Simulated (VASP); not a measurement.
Elastic constants (GPa) of a crystal from PBEsol GGA, VASP's PBE PAW potentials (set 64) (VASP):

|  | xx | yy | zz | yz | xz | xy |
|---|---|---|---|---|---|---|
| xx | 381.1 | 137.9 | 107.6 | 0.0 | 0.0 | 0.0 |
| yy | 137.9 | 381.1 | 107.6 | 0.0 | 0.0 | 0.0 |
| zz | 107.6 | 107.6 | 356.7 | 0.0 | 0.0 | 0.0 |
| yz | 0.0 | 0.0 | 0.0 | 111.4 | 0.0 | 0.0 |
| xz | 0.0 | 0.0 | 0.0 | 0.0 | 111.4 | 0.0 |
| xy | 0.0 | 0.0 | 0.0 | 0.0 | 0.0 | 121.6 |

Work out the Voigt, Reuss and Hill moduli, Young's modulus and Poisson's ratio.

All eigenvalues are positive (smallest 111.4 GPa), so the crystal is stable. K_V = (C11+C22+C33+2(C12+C13+C23))/9 = (1118.9 + 2×353.1)/9 = 202.8 GPa; G_V = (1118.9 − 353.1 + 3×344.4)/15 = 119.9 GPa. From the compliances, K_R = 202.0 GPa and G_R = 119.3 GPa. Hill: K = 202.4 GPa, G = 119.6 GPa, E = 9KG/(3K+G) = 299.8 GPa, ν = (3K−2G)/(2(3K+G)) = 0.253. K/G = 1.69, below Pugh's 1.75; universal anisotropy A^U = 0.03.

With a density of 3.25 g/cm³, what are the mean sound speeds?

v_l = √((K+4G/3)/ρ) = 10.55 km/s and v_t = √(G/ρ) = 6.06 km/s. The crystal is AlN (wurtzite), hexagonal.

The compound is AlN in the wurtzite structure. It was relaxed first.
